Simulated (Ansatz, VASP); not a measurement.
# One calculation of B2O, two programs

INCAR

```
SYSTEM = B2O
ALGO     = Normal         ! electronic algorithm
EDIFF    = 1E-7           ! SCF threshold, eV
ENCUT    = 520            ! plane-wave cutoff, eV
GGA      = RE             ! functional
ISIF     = 2              ! what is computed and relaxed
ISMEAR   = 0              ! smearing method
LASPH    = .True.         ! aspherical terms in the spheres
LCHARG   = .True.         ! write CHGCAR
LELF     = .True.         ! ELF
LREAL    = .False.        ! projectors in reciprocal space
LVHAR    = .True.       
LWAVE    = .False.        ! write WAVECAR
NBANDS   = 21             ! bands
NELM     = 60             ! most SCF steps
PREC     = Accurate       ! precision mode
SIGMA    = 0.1            ! smearing width, eV
```

The input KPOINTS:

```
k-points
0
Gamma
  18 18 4
  0 0 0
```

POSCAR

```
B2O
1.0
    2.5222870174      0.0000000000      0.0000000000
   -1.2611435087      2.1843646327      0.0000000000
    0.0000000000      0.0000000000     10.1957275739
B O
4 2
Direct
    0.0000000000      0.0000000000      0.4141650340
    0.0000000000      0.0000000000      0.5858349660
    0.6666666667      0.3333333333      0.0309257166
    0.3333333333      0.6666666667      0.9690742834
    0.6666666667      0.3333333333      0.3596238634
    0.3333333333      0.6666666667      0.6403761366
```

Input for Ansatz:

```yaml
crystal:
  lattice:
    - [2.5222870174, 0.0, 0.0]
    - [-1.2611435087, 2.1843646327, 0.0]
    - [0.0, 0.0, 10.1957275739]
  atoms:
    - { symbol: B, position: [0.0, 0.0, 0.414165034] }
    - { symbol: B, position: [0.0, 0.0, 0.585834966] }
    - { symbol: B, position: [0.6666666667, 0.3333333333, 0.0309257166] }
    - { symbol: B, position: [0.3333333333, 0.6666666667, 0.9690742834] }
    - { symbol: O, position: [0.6666666667, 0.3333333333, 0.3596238634] }
    - { symbol: O, position: [0.3333333333, 0.6666666667, 0.6403761366] }
kpoints:
  mp_grid: { grid: [18, 18, 4] }
hamiltonian:
  xc: revpbe
scf:
  occupations: { method: gaussian, width: 0.1 }
  algorithm: direct_min
  lower_state_search: "off"
output:
  forces: true
  eigenvalues: true
  stress: true
```

Alike in both runs: task single point; functional revPBE; k mesh 18 × 18 × 4; occupations gaussian, width 0.1 eV; no spin polarisation.

|  | VASP | Ansatz |
| --- | --- | --- |
| version | VASP 6.6.1 | Ansatz 0.2.0 |
| potentials or method | VASP PAW PBE potentials, release 64 (B, O) | scalar-relativistic, plane waves, PAW |
| plane-wave cutoff (eV) | 520 | 420 |
| valence electrons in the cell | 24 | 24 |

|  | VASP | Ansatz | Ansatz less VASP |
| --- | --- | --- | --- |
| gap on the k mesh at the Fermi level (eV) | none | none | - |
| pressure (GPa) | 6.2 | 6.0 | -0.25 |
| largest component of the traceless stress (GPa) | 2.86 | 2.43 | -0.422 |
| rms of the force components (eV/Å) | 0.108 | 0.113 | +0.0051 |

Atom by atom the forces differ by 0.007 eV/Å (rms over components). A gap of «none» marks a metal or a gap that the smearing closes. With one functional, cell and mesh, what is left measures potentials, basis and numerics.

Caveats: the PAW data sets were made with another functional, which shifts forces and pressure a little (VASP); this functional lacks dispersion, which binds the layers, so the pressure and a relaxed spacing across them are unreliable.
